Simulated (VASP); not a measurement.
The input files of a VASP run:

**POSCAR**
```
Be
1
    1.1459641262    -1.9848679185     0.0000000000
    1.1459641262     1.9848679185     0.0000000000
    0.0000000000     0.0000000000     3.5918902276
Be
2
Direct
  0.3333330000   0.6666670000   0.2500000000
  0.6666670000   0.3333330000   0.7500000000
```

File KPOINTS:
```
Automatic mesh
0
Gamma
18 18 10
0 0 0
```

**INCAR**
```
! general
SYSTEM  =Be
PREC    =Accurate
ENCUT   =520   ! plane-wave cut-off (eV)
LREAL   =F   ! projection in real space or not
LASPH   =T   ! aspherical one-centre terms

! electronic loop
EDIFF   =1E-7
NELM    =100
ALGO    =Normal

! smearing
ISMEAR  =1   ! Methfessel-Paxton
SIGMA   =0.1   ! width (eV)

! functional
GGA     =MK
LUSE_VDW=T
AGGAC   =0.0
PARAM1  =0.1234568
PARAM2  =0.7114
ZAB_VDW =-1.8867

! ions
IBRION  =2   ! conjugate gradients
NSW     =30   ! most ionic steps
ISIF    =4
EDIFFG  =-0.01   ! ionic stop

! output
LWAVE   =F
LCHARG  =F
```

POTCAR, in this order: Be (PBE.64 set). Program: vasp_std.

Question: Translate this rev-vdW-DF2 calculation to Quantum ESPRESSO's pw.x.

Answer: One equivalent input (not run):
```
&CONTROL
  calculation = 'vc-relax'
  pseudo_dir = './pseudo'
  outdir = './out'
  tprnfor = .true.
  tstress = .true.
  nstep = 30
  forc_conv_thr = 0.00039
/
&SYSTEM
  ibrav = 0
  nat = 2
  ntyp = 1
  ecutwfc = 88
  occupations = 'smearing'
  smearing = 'methfessel-paxton'
  degauss = 0.00735
  input_dft = 'vdw-df2-b86r'
/
&ELECTRONS
  conv_thr = 7.3e-09
  electron_maxstep = 100
/
&IONS
/
&CELL
  cell_dofree = 'shape'
/
ATOMIC_SPECIES
  Be 9.012 Be.upf
CELL_PARAMETERS angstrom
     1.1459641   -1.9848679    0.0000000
     1.1459641    1.9848679    0.0000000
     0.0000000    0.0000000    3.5918902
ATOMIC_POSITIONS crystal
  Be   0.3333330  0.6666670  0.2500000
  Be   0.6666670  0.3333330  0.7500000
K_POINTS automatic
  18 18 10 0 0 0
```
What does not carry over: the potentials are each code's own (VASP's PAW set, PseudoDojo norm-conserving files in pw.x), so ENCUT and ecutwfc are chosen apart and not converted; conv_thr bounds pw.x's estimated SCF error, while EDIFF bounds the energy change between steps; forc_conv_thr acts on force components and is met together with etot_conv_thr.

The compound is Be in the hcp structure. This cell is one point of a volume scan, at 1.03 of the reference volume. Symmetry was kept, so distortions that lower it aren't found.
